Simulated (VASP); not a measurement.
# Bi2Se3 (Paraguanajuatite): zone-centre modes, functional by functional, part 2 of 3

Aim: the vibrations of Bi2Se3 (Paraguanajuatite) at the zone centre, at several levels of theory. The starting structure is a measured crystal structure from the Crystallography Open Database.

VASP 6.6.1.

Results so far: LDA A1g (2) 180.6 cm⁻¹.

## Step 3: Modes with LDA at the measured cell

Level of this step: LDA; plane waves and PAW (Bi_d, Se) (VASP).

The atoms were first relaxed in the fixed cell, in a run that isn't shown.

INCAR

```
SYSTEM = Bi2Se3
PREC = Accurate
ENCUT = 450
EDIFF = 1E-08
NELM = 100
ISMEAR = 0
SIGMA = 0.03
LREAL = .FALSE.
ALGO = Normal
GGA = CA
NBANDS = 30
LORBIT = 11
LWAVE = .FALSE.
LCHARG = .FALSE.
KPAR = 16
IBRION = 6
NFREE = 2
POTIM = 0.015
NSW = 1
ISIF = 2
```

POSCAR

```
Bi2Se3
1.0
   -4.1430000000      0.0000000000      0.0000000000
    2.0715000000     -3.5879432479      0.0000000000
    2.0715000000      1.1959810826      9.5453333333
Bi Se
2 3
Direct
    0.2001769270      0.6000884635      0.8002653904
    0.7998230730      0.3999115365      0.1997346096
    0.5753933780      0.7876966890      0.3630900670
    0.4246066220      0.2123033110      0.6369099330
    0.0000000000      0.0000000000      0.0000000000
```

KPOINTS

```
Automatic mesh
0
Gamma
6 6 6
0 0 0
```

The projector-augmented-wave data sets are Bi_d and Se (LDA family, release 64).

The run is started by

```
> mpirun -np 16 vasp_std
```

What it wrote:

```text
[banner, memory and clock lines left out]
running   16 mpi-ranks, on    1 nodes
[...]
[... a notice as in an earlier step ...]

 LDA part: xc-table for (Slater(with rela. corr.)+CA(PZ))
 , standard interpolation
 POSCAR, INCAR and KPOINTS ok, starting setup
[...]
entering main loop
       N       E                     dE             d eps       ncg     rms          rms(c)
DAV:   1     0.444129692282E+03    0.44413E+03   -0.21394E+04  1920   0.150E+03
DAV:   2     0.288547527176E+02   -0.41527E+03   -0.40156E+03  1988   0.402E+02
DAV:   3    -0.220004209076E+02   -0.50855E+02   -0.48262E+02  2570   0.151E+02
DAV:   4    -0.241223352701E+02   -0.21219E+01   -0.21033E+01  2212   0.319E+01
[...]
DAV:  13    -0.234027651290E+02    0.33389E-06   -0.39798E-06  2346   0.159E-02    0.319E-03
DAV:  14    -0.234027650905E+02    0.38504E-07   -0.50143E-07  2150   0.390E-03    0.110E-03
DAV:  15    -0.234027650885E+02    0.20036E-08   -0.43455E-08  1954   0.156E-03
   1 F= -.23402765E+02 E0= -.23402757E+02  d E =-.157846E-04
[... from here on, the cycles between the ionic steps are left out ...]
   2 F= -.23402458E+02 E0= -.23402450E+02  d E =-.156467E-04
   3 F= -.23402457E+02 E0= -.23402450E+02  d E =-.156420E-04
   4 F= -.23401861E+02 E0= -.23401854E+02  d E =-.147580E-04
   5 F= -.23401821E+02 E0= -.23401817E+02  d E =-.775300E-05
   6 F= -.23402338E+02 E0= -.23402330E+02  d E =-.157886E-04
   7 F= -.23402339E+02 E0= -.23402331E+02  d E =-.157904E-04
   8 F= -.23402113E+02 E0= -.23402104E+02  d E =-.178331E-04
   9 F= -.23402081E+02 E0= -.23402077E+02  d E =-.853488E-05
  10 F= -.23402423E+02 E0= -.23402415E+02  d E =-.157514E-04
  11 F= -.23402423E+02 E0= -.23402415E+02  d E =-.157517E-04
  12 F= -.23402184E+02 E0= -.23402177E+02  d E =-.144394E-04
  13 F= -.23402184E+02 E0= -.23402177E+02  d E =-.144428E-04
 Finite differences progress:
  Degree of freedom:   6/  6
  Displacement:        2/  2
  Total:              12/ 12
```

The job ended after 2 min (16 MPI ranks of Intel Xeon 6975P-C (Granite Rapids), shared host; peak memory 11 GiB; 29 min of CPU time).

Parts of OUTCAR (step 3):

```text
  Total       -1.3773650     -1.3773650     -1.2799920      0.0000000      0.0000000      0.0000000
  in kB      -15.5527795    -15.5527795    -14.4532741      0.0000000      0.0000000      0.0000000
  external PRESSURE =     -15.1862777 kB  Pullay stress =       0.0000000 kB

 POSITION                                       TOTAL-FORCE (eV/Angst)
 -----------------------------------------------------------------------------------
      2.07150     -1.19598      7.63880         0.000000      0.000000     -0.024198
     -2.07150     -1.19598      1.90653        -0.000000      0.000000     -0.026230
      0.00000     -2.39196      3.46582        -0.000000      0.000000     -0.012357
      0.00000     -0.00000      6.07952        -0.000000      0.000000     -0.014526
      0.00000      0.00000     -0.01500         0.000000     -0.000000      0.077310
 -----------------------------------------------------------------------------------
    total drift:                                0.000002      0.000001      0.000357

  FREE ENERGIE OF THE ION-ELECTRON SYSTEM (eV)
  ---------------------------------------------------
  free  energy   TOTEN  =       -23.4021839104 eV

  energy  without entropy=      -23.4021694676  energy(sigma->0) =      -23.40217669

[... 1 part as in an earlier step ...]

[... 2 further parts left out ...]
[key lines of the parts left out:]
E-fermi :   4.8741
```

The last energy, forces and stress in OUTCAR belong to the last displaced cell, not to that of POSCAR.

With LDA at the measured cell the modes are at the top A1g (2) 175.5, A2u (2) 157.6 cm⁻¹, at the bottom A1g (1) 67.8, Eg (1) 40.8 cm⁻¹, with 4 more of the listed ones between; the largest shift is -7.5 cm⁻¹, in A1g (1), from LDA.

## Step 4: Modes with PBEsol

PBEsol restores the gradient expansion of exchange and is tuned for the cells of solids. The cell comes from a relaxation at this level, not shown (140.46 Å³).

Changes to INCAR since step 3:

```diff
@@ -9,3 +9,3 @@
 ALGO = Normal
-GGA = CA
+GGA = PS
 NBANDS = 30
```

POSCAR

```
Bi2Se3
1.0
   -4.1320732727      0.0000000000      0.0000000000
    2.0660366363     -3.5784804244      0.0000000000
    2.0660366363      1.1928268081      9.4994304384
Bi Se
2 3
Direct
    0.1991563565      0.5995781783      0.7987345348
    0.8008436435      0.4004218217      0.2012654652
    0.5778231561      0.7889115781      0.3667347342
    0.4221768439      0.2110884219      0.6332652658
    0.0000000000      0.0000000000      0.0000000000
```

KPOINTS is that of step 3.

Potentials, in the order of the species: Bi_d and Se (PBE family, release 64).

The run is started by

```
> mpirun -np 16 vasp_std
```

What it wrote:

```text
[banner, memory and clock lines left out]
running   16 mpi-ranks, on    1 nodes
[...]
[... a notice as in an earlier step ...]

|                                                                             |
|               ----> ADVICE to this user running VASP <----                  |
|                                                                             |
|     You enforced a specific xc type in the INCAR file but a different       |
|     [... a line on the potential file left out ...]
|     I HOPE YOU KNOW WHAT YOU ARE DOING!                                     |
|                                                                             |

 LDA part: xc-table for (Slater+PW92), standard interpolation
 POSCAR, INCAR and KPOINTS ok, starting setup
[...]
entering main loop
       N       E                     dE             d eps       ncg     rms          rms(c)
DAV:   1     0.444547947831E+03    0.44455E+03   -0.21397E+04  1920   0.150E+03
DAV:   2     0.290459180856E+02   -0.41550E+03   -0.40172E+03  2016   0.402E+02
[...]
DAV:   4    -0.227001013177E+02   -0.20329E+01   -0.20144E+01  2202   0.315E+01
[...]
DAV:  14    -0.220524270836E+02    0.21603E-07   -0.51777E-07  2142   0.435E-03    0.688E-04
DAV:  15    -0.220524270351E+02    0.48474E-07   -0.38213E-08  1918   0.117E-03    0.345E-04
DAV:  16    -0.220524270409E+02   -0.57862E-08   -0.85385E-09  1274   0.770E-04
   1 F= -.22052427E+02 E0= -.22052422E+02  d E =-.961700E-05
[... from here on, the cycles between the ionic steps are left out ...]
   2 F= -.22052100E+02 E0= -.22052095E+02  d E =-.951563E-05
   3 F= -.22052100E+02 E0= -.22052095E+02  d E =-.951498E-05
   4 F= -.22051488E+02 E0= -.22051484E+02  d E =-.901188E-05
   5 F= -.22051443E+02 E0= -.22051440E+02  d E =-.484096E-05
   6 F= -.22051983E+02 E0= -.22051979E+02  d E =-.962034E-05
   7 F= -.22051985E+02 E0= -.22051980E+02  d E =-.961837E-05
   8 F= -.22051739E+02 E0= -.22051734E+02  d E =-.107031E-04
   9 F= -.22051730E+02 E0= -.22051727E+02  d E =-.543074E-05
  10 F= -.22052071E+02 E0= -.22052066E+02  d E =-.958688E-05
  11 F= -.22052071E+02 E0= -.22052066E+02  d E =-.958701E-05
  12 F= -.22051835E+02 E0= -.22051831E+02  d E =-.873513E-05
  13 F= -.22051835E+02 E0= -.22051831E+02  d E =-.873616E-05
 Finite differences progress:
  Degree of freedom:   6/  6
  Displacement:        2/  2
  Total:              12/ 12
```

The job ended after 2.4 min (16 MPI ranks; peak memory 11 GiB; 34 min of CPU time).

Parts of OUTCAR (step 4):

```text
  Total       -0.0059943     -0.0059943      0.0018533     -0.0000000     -0.0000000     -0.0000000
  in kB       -0.0683732     -0.0683732      0.0211398     -0.0000000     -0.0000000     -0.0000000
  external PRESSURE =      -0.0385355 kB  Pullay stress =       0.0000000 kB

 POSITION                                       TOTAL-FORCE (eV/Angst)
 -----------------------------------------------------------------------------------
      2.06604     -1.19283      7.58752         0.000000      0.000000     -0.025118
     -2.06604     -1.19283      1.91191         0.000000      0.000000     -0.027037
      0.00000     -2.38565      3.48377         0.000000      0.000000     -0.012603
     -0.00000      0.00000      6.01566         0.000000      0.000000     -0.014018
      0.00000      0.00000     -0.01500        -0.000000     -0.000000      0.078776
 -----------------------------------------------------------------------------------
    total drift:                                0.000000      0.000000      0.000143

  FREE ENERGIE OF THE ION-ELECTRON SYSTEM (eV)
  ---------------------------------------------------
  free  energy   TOTEN  =       -22.0518352742 eV

  energy  without entropy=      -22.0518265381  energy(sigma->0) =      -22.05183091

[... 1 part as in an earlier step ...]

[... 2 further parts left out ...]
[key lines of the parts left out:]
E-fermi :   5.0234
```

With PBEsol the modes are at the top A1g (2) 178.1, A2u (2) 160.3 cm⁻¹, at the bottom A1g (1) 70.7, Eg (1) 42.3 cm⁻¹, with 4 more of the listed ones between; the largest shift is -4.7 cm⁻¹, in Eg (2), from LDA.

## Step 5: Modes with PBE

PBE, the usual starting point, adds the gradient of the density. The cell comes from a relaxation at this level, not shown (158.23 Å³).

Changes to INCAR since step 4:

```diff
@@ -9,3 +9,3 @@
 ALGO = Normal
-GGA = PS
+GGA = PE
 NBANDS = 30
```

POSCAR

```
Bi2Se3
1.0
   -4.1877288611      0.0000000000      0.0000000000
    2.0938644306     -3.6266795780      0.0000000000
    2.0938644306      1.2088931926     10.4183622247
Bi Se
2 3
Direct
    0.2086201036      0.6043100518      0.8129301554
    0.7913798964      0.3956899482      0.1870698446
    0.5583639950      0.7791819976      0.3375459926
    0.4416360050      0.2208180024      0.6624540074
    0.0000000000      0.0000000000      0.0000000000
```

KPOINTS is that of step 4.

The run is started by

```
> mpirun -np 16 vasp_std
```

What it wrote:

```text
[banner, memory and clock lines left out]
running   16 mpi-ranks, on    1 nodes
[...]
[... a notice as in an earlier step ...]

 LDA part: xc-table for (Slater+PW92), standard interpolation
 POSCAR, INCAR and KPOINTS ok, starting setup
[...]
entering main loop
       N       E                     dE             d eps       ncg     rms          rms(c)
DAV:   1     0.433837043595E+03    0.43384E+03   -0.21264E+04  1920   0.145E+03
DAV:   2     0.283635028043E+02   -0.40547E+03   -0.39098E+03  2042   0.383E+02
DAV:   3    -0.190995705427E+02   -0.47463E+02   -0.45214E+02  2518   0.146E+02
DAV:   4    -0.210465641239E+02   -0.19470E+01   -0.19327E+01  2224   0.311E+01
[...]
DAV:  17    -0.202342550836E+02    0.28091E-07   -0.30258E-09  1236   0.493E-04    0.752E-05
DAV:  18    -0.202342550951E+02   -0.11553E-07   -0.64285E-10  1158   0.190E-04    0.195E-05
DAV:  19    -0.202342550977E+02   -0.25939E-08   -0.24371E-10  1146   0.144E-04
   1 F= -.20234255E+02 E0= -.20234255E+02  d E =-.975784E-11
[... from here on, the cycles between the ionic steps are left out ...]
   2 F= -.20233981E+02 E0= -.20233981E+02  d E =-.710805E-11
   3 F= -.20233976E+02 E0= -.20233976E+02  d E =-.710821E-11
   4 F= -.20233314E+02 E0= -.20233314E+02  d E =-.155489E-24
   5 F= -.20233271E+02 E0= -.20233271E+02  d E =-.922529E-11
   6 F= -.20233867E+02 E0= -.20233867E+02  d E =-.570563E-12
   7 F= -.20233867E+02 E0= -.20233867E+02  d E =-.569661E-12
   8 F= -.20233586E+02 E0= -.20233586E+02  d E =-.184840E-22
   9 F= -.20233563E+02 E0= -.20233563E+02  d E =-.156800E-12
  10 F= -.20233945E+02 E0= -.20233945E+02  d E =-.962758E-11
  11 F= -.20233945E+02 E0= -.20233945E+02  d E =-.962392E-11
  12 F= -.20233636E+02 E0= -.20233636E+02  d E =-.825510E-25
  13 F= -.20233636E+02 E0= -.20233636E+02  d E =-.825019E-25
 Finite differences progress:
  Degree of freedom:   6/  6
  Displacement:        2/  2
  Total:              12/ 12
```

It took 2.7 min on 16 MPI ranks; peak memory 12 GiB.

OUTCAR, selected parts (step 5):

```text
  Total        0.0087108      0.0087108      0.0027035     -0.0000000     -0.0000000      0.0000000
  in kB        0.0882023      0.0882023      0.0273747     -0.0000000     -0.0000000      0.0000000
  external PRESSURE =       0.0679264 kB  Pullay stress =       0.0000000 kB

 POSITION                                       TOTAL-FORCE (eV/Angst)
 -----------------------------------------------------------------------------------
      2.09386     -1.20889      8.46940        -0.000000      0.000000     -0.030156
     -2.09386     -1.20889      1.94896        -0.000000      0.000000     -0.032817
      0.00000     -2.41779      3.51668        -0.000000      0.000000     -0.008208
     -0.00000      0.00000      6.90169        -0.000000      0.000000     -0.011281
     -0.00000     -0.00000     -0.01500         0.000000     -0.000000      0.082462
 -----------------------------------------------------------------------------------
    total drift:                               -0.000000     -0.000000     -0.000023

  FREE ENERGIE OF THE ION-ELECTRON SYSTEM (eV)
  ---------------------------------------------------
  free  energy   TOTEN  =       -20.2336364566 eV

  energy  without entropy=      -20.2336364566  energy(sigma->0) =      -20.23363646

[... 1 part as in an earlier step ...]

[... 2 further parts left out ...]
[key lines of the parts left out:]
E-fermi :   3.6128
```

With PBE the modes are at the top A1g (2) 174.7, A2u (2) 163.6 cm⁻¹, at the bottom A1g (1) 64.4, Eg (1) 37.5 cm⁻¹, with 4 more of the listed ones between; the largest shift is -15.4 cm⁻¹, in Eg (2), from LDA.

## Step 6: Modes with PBEsol + D3(BJ)

D3 with Becke-Johnson damping keeps a finite attraction at short range. The cell comes from a relaxation at this level, not shown (132.96 Å³).

Changes to INCAR since step 5:

```diff
@@ -9,3 +9,4 @@
 ALGO = Normal
-GGA = PE
+GGA = PS
+IVDW = 12
 NBANDS = 30
```

POSCAR

```
Bi2Se3
1.0
   -4.0820846996      0.0000000000      0.0000000000
    2.0410423498     -3.5351890504      0.0000000000
    2.0410423498      1.1783963501      9.2134364128
Bi Se
2 3
Direct
    0.1963109028      0.5981554513      0.7944663541
    0.8036890972      0.4018445487      0.2055336459
    0.5847231326      0.7923615663      0.3770846989
    0.4152768674      0.2076384337      0.6229153011
    0.0000000000      0.0000000000      0.0000000000
```

KPOINTS is that of step 5.

The run is started by

```
> mpirun -np 16 vasp_std
```

What it wrote:

```text
[banner, memory and clock lines left out]
running   16 mpi-ranks, on    1 nodes
[...]
[... a notice as in an earlier step ...]

 [... a notice as in an earlier step ...]

 LDA part: xc-table for (Slater+PW92), standard interpolation
 POSCAR, INCAR and KPOINTS ok, starting setup
[...]
entering main loop
       N       E                     dE             d eps       ncg     rms          rms(c)
DAV:   1     0.451162435981E+03    0.45116E+03   -0.21420E+04  1920   0.152E+03
DAV:   2     0.312980389092E+02   -0.41986E+03   -0.40584E+03  1980   0.411E+02
DAV:   3    -0.203098098595E+02   -0.51608E+02   -0.49197E+02  2532   0.153E+02
DAV:   4    -0.225643582434E+02   -0.22545E+01   -0.22272E+01  2202   0.325E+01
[...]
DAV:  14    -0.220002045239E+02    0.45399E-07   -0.44403E-07  2172   0.393E-03    0.694E-04
DAV:  15    -0.220002044721E+02    0.51721E-07   -0.34716E-08  1868   0.106E-03    0.380E-04
DAV:  16    -0.220002044733E+02   -0.11614E-08   -0.56215E-09  1218   0.705E-04
   1 F= -.24007016E+02 E0= -.24006956E+02  d E =-.120237E-03
[... from here on, the cycles between the ionic steps are left out ...]
   2 F= -.24006645E+02 E0= -.24006585E+02  d E =-.120671E-03
   3 F= -.24006642E+02 E0= -.24006582E+02  d E =-.120672E-03
   4 F= -.24006008E+02 E0= -.24005967E+02  d E =-.818290E-04
   5 F= -.24006010E+02 E0= -.24005963E+02  d E =-.932452E-04
   6 F= -.24006510E+02 E0= -.24006450E+02  d E =-.120183E-03
   7 F= -.24006512E+02 E0= -.24006452E+02  d E =-.120188E-03
   8 F= -.24006264E+02 E0= -.24006213E+02  d E =-.102405E-03
   9 F= -.24006258E+02 E0= -.24006207E+02  d E =-.102677E-03
  10 F= -.24006617E+02 E0= -.24006557E+02  d E =-.120369E-03
  11 F= -.24006617E+02 E0= -.24006557E+02  d E =-.120367E-03
  12 F= -.24006403E+02 E0= -.24006348E+02  d E =-.109572E-03
  13 F= -.24006403E+02 E0= -.24006348E+02  d E =-.109575E-03
 Finite differences progress:
  Degree of freedom:   6/  6
  Displacement:        2/  2
  Total:              12/ 12
```

Wall time 1.9 min (16 MPI ranks); peak memory 11 GiB.

From OUTCAR (step 6):

```text
 Edisp (eV)   -2.00681

 Edisp (eV)   -2.00681

  Total       0.00257     0.00257     0.00560     0.00000    -0.00000     0.00000
  in kB       0.03098     0.03098     0.06751     0.00000    -0.00000     0.00000
  external pressure =        0.04 kB  Pullay stress =        0.00 kB

 POSITION                                       TOTAL-FORCE (eV/Angst)
 -----------------------------------------------------------------------------------
      2.04104     -1.17840      7.31977         0.000000      0.000000     -0.025655
     -2.04104     -1.17840      1.89367        -0.000000      0.000000     -0.024954
      0.00000     -2.35679      3.47425         0.000000      0.000000     -0.014874
     -0.00000     -0.00000      5.73919         0.000000      0.000000     -0.016193
      0.00000     -0.00000     -0.01500        -0.000000     -0.000000      0.081676
 -----------------------------------------------------------------------------------
    total drift:                                0.000001      0.000000     -0.000022

  FREE ENERGIE OF THE ION-ELECTRON SYSTEM (eV)
  ---------------------------------------------------
  free  energy   TOTEN  =       -24.0064032103 eV

  energy  without entropy=      -24.0062936357  energy(sigma->0) =      -24.00634842

[... 1 part as in an earlier step ...]

[... 2 further parts left out ...]
[key lines of the parts left out:]
E-fermi :   5.7444
```

The log as kept lacks single lines of electronic cycles.

With PBEsol + D3(BJ) the modes are at the top A1g (2) 185.7, A2u (2) 163.3 cm⁻¹, at the bottom A1g (1) 80.1, Eg (1) 46.3 cm⁻¹, with 4 more of the listed ones between; the largest shift is +7.3 cm⁻¹, in Eu (1), from LDA.

(Continued in part 3 of 3.)

[Lines on the potential files, build, host, timing and source positions are cut from VASP's logs without a mark.]

[Logs are printed without paths, hosts, clocks, repeated set-up lines and the standing remarks that a program may print on its own settings, such as how far it seeks lower states.]

[Hosts, paths, dates, database ids (printed as entryN), source tags and the programs' standing remarks are cut or masked in the printed files.]
